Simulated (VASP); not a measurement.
# BaB2Ir2 in VASP: further runs

Runs on BaB2Ir2. Level: PBE. Tasks: single point, molecular dynamics.

Program: VASP 6.6.1. These are calculated values, not measurements. Logs are shortened: lines on timing, memory, paths and dates and some standing lists are left out, and cuts for length are marked.

## 1. Starting point

The cell holds a amorphous, 5 atoms: a = 4.529 Å, b = 4.714 Å, c = 4.886 Å, α = 94.26°, β = 100.44°, γ = 98.87°.

The cell was built by a generator and needn't be a form met in nature.

## 2. Single point, PBE

INCAR

```
PREC = Accurate
ENCUT = 520
EDIFF = 1E-6
ISMEAR = 0
SIGMA = 0.1
LREAL = False
LASPH = True
NELM = 100
ALGO = Normal
ISIF = 2
LWAVE = False
LCHARG = True
GGA = PE
LELF = True
LVHAR = True
NBANDS = 25
```

KPOINTS

```
Automatic mesh
0
Gamma
  3 3 3
```

POSCAR

```
BaB2Ir2
1.0
    4.3828440000     -0.5234440000     -1.0130160000
   -0.1035550000      4.6980950000      0.3741740000
    0.1120170000     -0.7460690000      4.8276990000
Ir B Ba
2 2 1
Direct
    0.8968178231      0.8323557783      0.8114927863
    0.3804146017      0.4391317343      0.7609240760
    0.1480515802      0.7711312317      0.4121295388
    0.9131311298      0.3328062265      0.8374751631
    0.6676275087      0.1594183642      0.2920480629
```

Potentials or basis: VASP PAW PBE potentials, release 64 (Ir, B, Ba_sv).

Run with:

```bash
$ cat potpaw_PBE.64/Ir/POTCAR potpaw_PBE.64/B/POTCAR potpaw_PBE.64/Ba_sv/POTCAR > POTCAR
$ mpirun -np 1 vasp_std > vasp.out
```

OUTCAR:

```text
PREC = Accurate
   ENCUT = 520
   EDIFF = 1E-6
   ISMEAR = 0
   LREAL = False
   LASPH = True
   NELM = 100
   ISIF = 2
   GGA = PE

 ion  position               nearest neighbor table
   1  0.897  0.832  0.811-   4 2.34   4 2.38   3 2.45   2 2.71   2 3.11   5 3.13   5 3.16   2 3.38
                             5 3.80   5 3.86
   2  0.380  0.439  0.761-   4 2.20   4 2.51   3 2.59   1 2.71   1 3.11   5 3.14   5 3.16   1 3.38
                             5 3.60   5 4.01
   3  0.148  0.771  0.412-   1 2.45   2 2.59   5 2.93   5 3.06   5 3.28
   4  0.913  0.333  0.837-   2 2.20   1 2.34   1 2.38   2 2.51   5 2.71   5 2.78
   5  0.668  0.159  0.292-   4 2.71   4 2.78   3 2.93   3 3.06   1 3.13   2 3.14   2 3.16   1 3.16
                             3 3.28   2 3.60   1 3.80   1 3.86   2 4.01

  LATTYP: Found a triclinic cell.
 ALAT       =     4.5287433760
 B/A-ratio  =     1.5506671794
 C/A-ratio  =     1.8666463017
 COS(alpha) =     0.0098616530
 COS(beta)  =     0.5544474944
 COS(gamma) =     0.7483976640

  Lattice vectors:

 A1 = (   4.3828440000,  -0.5234440000,  -1.0130160000)
 A2 = (   4.4863990000,  -5.2215390000,  -1.3871900000)
 A3 = (   4.1672720000,   4.9207200000,  -5.4665410000)

Analysis of symmetry for initial positions (statically):
=====================================================================
 Subroutine PRICEL returns:
 Original cell was already a primitive cell.

 Routine SETGRP: Setting up the symmetry group for a
 triclinic supercell.

 Subroutine GETGRP returns: Found  1 space group operations
 (whereof  1 operations were pure point group operations)
 out of a pool of  2 trial point group operations.

The static configuration has the point symmetry C_1 .

Analysis of symmetry for dynamics (positions and initial velocities):
=====================================================================
 Subroutine PRICEL returns:
 Original cell was already a primitive cell.

 Routine SETGRP: Setting up the symmetry group for a
 triclinic supercell.

 Subroutine GETGRP returns: Found  1 space group operations
 (whereof  1 operations were pure point group operations)
 out of a pool of  2 trial point group operations.

The dynamic configuration has the point symmetry C_1 .

 Subroutine INISYM returns: Found  1 space group operations
 (whereof  1 operations are pure point group operations),
 and found     1 'primitive' translations

----------------------------------------------------------------------------------------

                                     Primitive cell

  volume of cell :     100.8020

  direct lattice vectors                    reciprocal lattice vectors
     4.382844000 -0.523444000 -1.013016000     0.227774789  0.005375353 -0.004454351
    -0.103555000  4.698095000  0.374174000     0.032566921  0.211032840  0.031857208
     0.112017000 -0.746069000  4.827699000     0.045270803 -0.015228307  0.203734229

  length of vectors
     4.528743376  4.714109295  4.886291477     0.227881746  0.215894292  0.209258173

  position of ions in fractional coordinates (direct lattice)
     0.896817823  0.832355778  0.811492786
     0.380414602  0.439131734  0.760924076
     0.148051580  0.771131232  0.412129539
     0.913131130  0.332806226  0.837475163
     0.667627509  0.159418364  0.292048063

  ion indices of the primitive-cell ions
   primitive index   ion index
                 1           1
                 2           2
                 3           3
                 4           4
                 5           5

----------------------------------------------------------------------------------------

 KPOINTS: Automatic mesh

Automatic generation of k-mesh.
 Grid dimensions read from file:
 generate k-points for:    3    3    3

 Generating k-lattice:

  Cartesian coordinates                     Fractional coordinates (reciprocal lattice)
     0.075924930  0.001791784 -0.001484784     0.333333333  0.000000000  0.000000000
     0.010855640  0.070344280  0.010619069    -0.000000000  0.333333333 -0.000000000
     0.015090268 -0.005076102  0.067911410     0.000000000  0.000000000  0.333333333

  Length of vectors
     0.075960582  0.071964764  0.069752724

  Shift w.r.t. Gamma in fractional coordinates (k-lattice)
     0.000000000  0.000000000  0.000000000

 Subroutine IBZKPT returns following result:
 ===========================================

 Found     14 irreducible k-points:

 Following reciprocal coordinates:
            Coordinates               Weight
  0.000000  0.000000  0.000000      1.000000
  0.333333  0.000000  0.000000      2.000000
 -0.000000  0.333333 -0.000000      2.000000
  0.333333  0.333333 -0.000000      2.000000
 -0.333333  0.333333 -0.000000      2.000000
 -0.000000  0.000000  0.333333      2.000000
  0.333333  0.000000  0.333333      2.000000
 -0.333333  0.000000  0.333333      2.000000
 -0.000000  0.333333  0.333333      2.000000
  0.333333  0.333333  0.333333      2.000000
 -0.333333  0.333333  0.333333      2.000000
 -0.000000 -0.333333  0.333333      2.000000
  0.333333 -0.333333  0.333333      2.000000
 -0.333333 -0.333333  0.333333      2.000000
   k-points           NKPTS =     14   k-points in BZ     NKDIM =     14   number of bands    NBANDS=     25
   number of dos      NEDOS =    301   number of ions     NIONS =      5
   total plane-waves  NPLWV =  46656
   dimension x,y,z NGX =    36 NGY =   36 NGZ =   36
   dimension x,y,z NGXF=    72 NGYF=   72 NGZF=   72
   ions per type =               2   2   1
   NGX,Y,Z   is equivalent  to a cutoff of  13.22, 12.70, 12.25 a.u.
   NGXF,Y,Z  is equivalent  to a cutoff of  26.43, 25.39, 24.50 a.u.
 SYSTEM =  unknown system
   PREC   = accura    normal or accurate (medium, high low for compatibility)
   ISTART =      0    job   : 0-new  1-cont  2-samecut
   ICHARG =      2    charge: 1-file 2-atom 10-const
   ISPIN  =      1    spin polarized calculation?
   LNONCOLLINEAR =      F non collinear calculations
   LSORBIT =      F    spin-orbit coupling
   LASPH  =      T    aspherical Exc in radial PAW
   ENCUT  =  520.0 eV  38.22 Ry    6.18 a.u.   8.42  8.77  9.09*2*pi/ulx,y,z
   NELM   =    100;   NELMIN=  2; NELMDL= -5     # of ELM steps
   EDIFF  = 0.1E-05   stopping-criterion for ELM
   LREAL  =      F    real-space projection
   EDIFFG = 0.1E-04   stopping-criterion for IOM
   NSW    =      0    number of steps for IOM
   IBRION =     -1    ionic relax: 0-MD 1-quasi-New 2-CG
   NFREE  =      0    steps in history (QN), initial steepest desc. (CG)
   ISIF   =      2    stress and relaxation
   ISYM   =      2    0-nonsym 1-usesym 2-fastsym
   POTIM  = 0.5000    time-step for ionic-motion
   TEBEG  =    0.0;   TEEND  =   0.0 temperature during run
   PSTRESS=    0.0 pullay stress
   NELECT =      34.0000    total number of electrons
   NUPDOWN=      -1.0000    fix difference up-down
   EMIN   =  10.00;   EMAX   =-10.00  energy-range for DOS
   EFERMI =   0.00;   METHOD = LEGACY
   ISMEAR =     0;   SIGMA  =   0.10  broadening in eV -4-tet -1-fermi 0-gaus
   EFERMI_NEDOS =   21; number of points for ismear=-14 and -15
   IALGO  =     38    algorithm
   IMIX   =      4    mixing-type and parameters
     AMIX     =   0.40;   BMIX     =  1.00
     AMIX_MAG =   1.60;   BMIX_MAG =  1.00
  volume/ion in A,a.u.               =      20.16       136.05
  Fermi-wavevector in a.u.,A,eV,Ry     =   1.139580  2.153494 17.669103  1.298642
  Thomas-Fermi vector in A             =   2.276283
   LORBIT       =      0    0 simple, 1 ext, 2 COOP (PROOUT), +10 PAW based schemes
   GGA     = PE    functional components
   LHFCALC =     F    Hartree Fock is set to
   AEXX    =    0.0000 exact exchange contribution
   IVDW    =     0    specifies the selected vdW correction
   LEPSILON=     F    determine dielectric tensor
   LRPA    =     F    only Hartree local field effects (RPA)
 non-spin polarized calculation
 Gauss-broadening in eV      SIGMA  =   0.10
  energy-cutoff  :      520.00
  volume of cell :      100.80
 maximum number of plane-waves:      2727
 NGX is ok and might be reduce to    36
   NGX = 17   NGY = 17   NGZ = 19

 number of electron      33.9999999 magnetization

 Free energy of the ion-electron system (eV)
  ---------------------------------------------------
  ext. energy  EPLUGINS =         0.00000000
  ---------------------------------------------------
  free energy    TOTEN  =       -28.65388236 eV

  energy without entropy =      -28.63125328  energy(sigma->0) =      -28.64256782

 E-fermi :   3.6597     XC(G=0): -10.3797

 val. band max:        3.6446969917   @ k =  -0.3333   0.0000   0.3333
 cond. band min:       3.7312671983   @ k =   0.3333   0.0000   0.3333
 fundamental gap:      0.0865702066
 Fermi energy:         3.6596833982

 k-point     1 :       0.0000    0.0000    0.0000
  band No.  band energies     occupation
      1     -23.0782      2.00000
      2      -8.6972      2.00000
      3      -8.4984      2.00000
      4      -8.3956      2.00000
      5      -4.9325      2.00000
      6      -2.5038      2.00000
[... 17 lines left out ...]
     24       7.8397      0.00000
     25       7.8670      0.00000

 k-point     2 :       0.3333    0.0000    0.0000
  band No.  band energies     occupation
      1     -23.0659      2.00000
      2      -8.7502      2.00000
      3      -8.6741      2.00000
      4      -8.4272      2.00000
      5      -4.0836      2.00000
      6      -2.3169      2.00000
[... 17 lines left out ...]
     24       8.5663      0.00000
     25       9.0686      0.00000

 k-point     3 :      -0.0000    0.3333   -0.0000
  band No.  band energies     occupation
      1     -23.0705      2.00000
      2      -8.7243      2.00000
      3      -8.6933      2.00000
      4      -8.3857      2.00000
      5      -4.1136      2.00000
      6      -2.3037      2.00000
[... 272 lines left out ...]
 k-point    13 :       0.3333   -0.3333    0.3333
  band No.  band energies     occupation
      1     -23.0530      2.00000
      2      -8.9400      2.00000
      3      -8.6165      2.00000
      4      -8.5524      2.00000
      5      -3.2560      2.00000
      6      -2.3383      2.00000
[... 17 lines left out ...]
     24       8.8819      0.00000
     25       9.4828      0.00000

 k-point    14 :      -0.3333   -0.3333    0.3333
  band No.  band energies     occupation
      1     -23.0534      2.00000
      2      -8.9388      2.00000
      3      -8.6257      2.00000
      4      -8.5562      2.00000
      5      -3.1214      2.00000
      6      -2.0217      2.00000
[... 17 lines left out ...]
     24       8.7215      0.00000
     25       9.8154      0.00000

------------------------ aborting loop because EDIFF is reached ----------------------------------------

  FORCE on cell =-STRESS in cart. coord.  units (eV):
  Direction    XX          YY          ZZ          XY          YZ          ZX
  --------------------------------------------------------------------------------------
  -------------------------------------------------------------------------------------
  Total      -10.2326618    -12.3219651     -1.0816607      1.1548229      0.1941952      1.9851662
  in kB     -162.6410495   -195.8490742    -17.1922454     18.3551076      3.0865986     31.5528372
  external PRESSURE =    -125.2274563 kB  Pullay stress =       0.0000000 kB

 VOLUME and BASIS-vectors are now :
 -----------------------------------------------------------------------------
  energy-cutoff  :      520.00
  volume of cell :      100.80
      direct lattice vectors                 reciprocal lattice vectors
     4.382844000 -0.523444000 -1.013016000     0.227774789  0.005375353 -0.004454351
    -0.103555000  4.698095000  0.374174000     0.032566921  0.211032840  0.031857208
     0.112017000 -0.746069000  4.827699000     0.045270803 -0.015228307  0.203734229

 POSITION                                       TOTAL-FORCE (eV/Angst)
 -----------------------------------------------------------------------------------
      3.93532      2.83562      3.32060         2.067015     -0.662425     -1.636689
      1.70706      1.29626      3.45246        -1.429320      1.134806     -0.229138
      0.61520      3.23787      2.12820        -0.448793     -1.031155      2.893920
      4.06146      0.46077      3.24259         0.841857      0.532977     -0.699525
      2.94231      0.18161      0.79325        -1.030759      0.025798     -0.328568
 -----------------------------------------------------------------------------------
    total drift:                               -0.000101     -0.000189      0.000212

  FREE ENERGIE OF THE ION-ELECTRON SYSTEM (eV)
  ---------------------------------------------------
  free  energy   TOTEN  =       -28.6538823644 eV

  energy  without entropy=      -28.6312532770  energy(sigma->0) =      -28.64256782
```

Run time: 23 s. Hardware: 1 thread of Intel Xeon 6975P-C (Granite Rapids), shared host; peak memory 0.21 GiB.

Results:

| Item | Value |
| --- | --- |
| Free energy | -28.6539 eV |
| Pressure | -12.5 GPa |
| Largest force | 3.105 eV/Å |
| Band gap on the k mesh | none (metal or under the smearing width) |

Forces on the atoms (eV/Å):
```
Ir   2.067 -0.662 -1.637
Ir  -1.429  1.135 -0.229
B   -0.449 -1.031  2.894
B    0.842  0.533 -0.700
Ba  -1.031  0.026 -0.329
```

Levels at points of the mesh, in eV from the Fermi level:
```
           k point  band 15  band 16  band 17  band 18  band 19  band 20
(0.00, 0.00, 0.00)    -0.85    -0.43     0.15     0.35     0.77     1.78
```

Caveat: the k mesh is coarse (spacing up to 0.48 Å⁻¹), so the values aren't converged. Spin-orbit coupling is left out, which matters for the levels of Ba, Ir.

## 3. Single point, PBE

INCAR

```
  PREC = Accurate
  ENCUT = 520
  EDIFF = 1E-7
  ISMEAR = 0
  SIGMA = 0.1
  LREAL = False
  LASPH = True
  NELM = 100
  ALGO = Fast
  ISIF = 2
  LWAVE = False
  LCHARG = True
  GGA = PE
  LELF = True
  LVHAR = True
  NBANDS = 25
```

KPOINTS

```
regular mesh
0
Gamma
  3 3 3
```

POSCAR

```
BaB2Ir2
1.0
    4.3828440000     -0.5234440000     -1.0130160000
   -0.1035550000      4.6980950000      0.3741740000
    0.1120170000     -0.7460690000      4.8276990000
Ir B Ba
2 2 1
Direct
    0.9010322269      0.8298384496      0.8132893311
    0.3772570053      0.4431034522      0.7589917249
    0.1243049856      0.7410079123      0.4883608205
    0.9453716322      0.3278159324      0.8115338986
    0.6654794951      0.1601467170      0.2882792897
```

Potentials or basis: VASP PAW PBE potentials, release 64 (Ir, B, Ba_sv).

Run with:

```bash
$ cat potpaw_PBE.64/Ir/POTCAR potpaw_PBE.64/B/POTCAR potpaw_PBE.64/Ba_sv/POTCAR > POTCAR
$ mpirun -np 1 vasp_std > vasp.out
```

Wall time 29 s (1 thread of Intel Xeon 6975P-C (Granite Rapids), shared host); peak memory 0.22 GiB.

It converged, with:

```yaml
Free_energy: -30.1562 eV
Pressure: -8.4 GPa
Largest_force: 2.604 eV/Å
Band_gap_on_the_k_mesh: none (metal or under the smearing width)
```

Forces in eV/Å, atoms in the order of the input:
```
Ir   1.796 -0.115 -1.734
Ir  -0.870  1.250 -0.757
B    0.193 -0.894  2.438
B    0.147  0.017  0.872
Ba  -1.266 -0.258 -0.819
```

Stress tensor (GPa, compression positive):
```
-11.16   0.92   3.40
  0.92 -16.67   1.39
  3.40   1.39   2.66
```

Levels at points of the mesh, in eV from the Fermi level:
| k point | band 14 | band 15 | band 16 | band 17 | band 18 | band 19 | band 20 | band 21 |
| --- | --- | --- | --- | --- | --- | --- | --- | --- |
| (0.00, 0.00, 0.00) | -1.52 | -0.95 | -0.56 | 0.05 | 0.47 | 0.78 | 1.75 | 2.22 |

Caveat: the k mesh is coarse (spacing up to 0.48 Å⁻¹), so the values aren't converged.

## 4. Single point, PBE

INCAR

```
PREC = Accurate
ENCUT = 520
EDIFF = 1E-7
ISMEAR = 0
SIGMA = 0.1
LREAL = F
LASPH = T
NELM = 100
ALGO = Normal
ISIF = 2
LWAVE = F
LCHARG = F
GGA = PE
NBANDS = 25
```

KPOINTS is that of step 3.

POSCAR

```
BaB2Ir2
1.0
    4.3828440000     -0.5234440000     -1.0130160000
   -0.1035550000      4.6980950000      0.3741740000
    0.1120170000     -0.7460690000      4.8276990000
Ir B Ba
2 2 1
Direct
    0.9057624483      0.8279389708      0.8139274250
    0.3741099467      0.4469706714      0.7567022214
    0.1102046616      0.7084356664      0.5790122538
    0.9723581363      0.3262935659      0.8020238588
    0.6622494530      0.1600761751      0.2842037064
```

Run with:

```bash
$ cat potpaw_PBE.64/Ir/POTCAR potpaw_PBE.64/B/POTCAR potpaw_PBE.64/Ba_sv/POTCAR > POTCAR
$ mpirun -np 1 vasp_std > vasp.out
```

It took 21 s on 1 thread of Intel Xeon 6975P-C (Granite Rapids), shared host; peak memory 0.21 GiB.

It converged, with:

```
Free energy            : -29.9496 eV
Pressure               : 7.0 GPa
Largest force          : 6.132 eV/Å
Band gap on the k mesh : none (metal or under the smearing width)
```

Forces on the atoms (eV/Å):
```
Ir  -2.628  2.552  4.646
Ir   2.234  0.027 -0.937
B    3.364 -1.553 -4.886
B   -1.737 -0.491  1.889
Ba  -1.233 -0.536 -0.712
```

Stress tensor (GPa, compression positive):
```
 6.69 -4.55 -6.19
-4.55 -6.72  4.69
-6.19  4.69 20.93
```

Levels at points of the mesh, in eV from the Fermi level:
```
           k point  band 13  band 14  band 15  band 16  band 17  band 18  band 19  band 20  band 21  band 22
(0.00, 0.00, 0.00)    -1.84    -1.73    -1.28    -0.62     0.04     0.47     1.07     1.79     2.79     3.22
```

Caveat: the k mesh is coarse (spacing up to 0.48 Å⁻¹), so the values aren't converged.

(Part 1 of 2 ends here.)
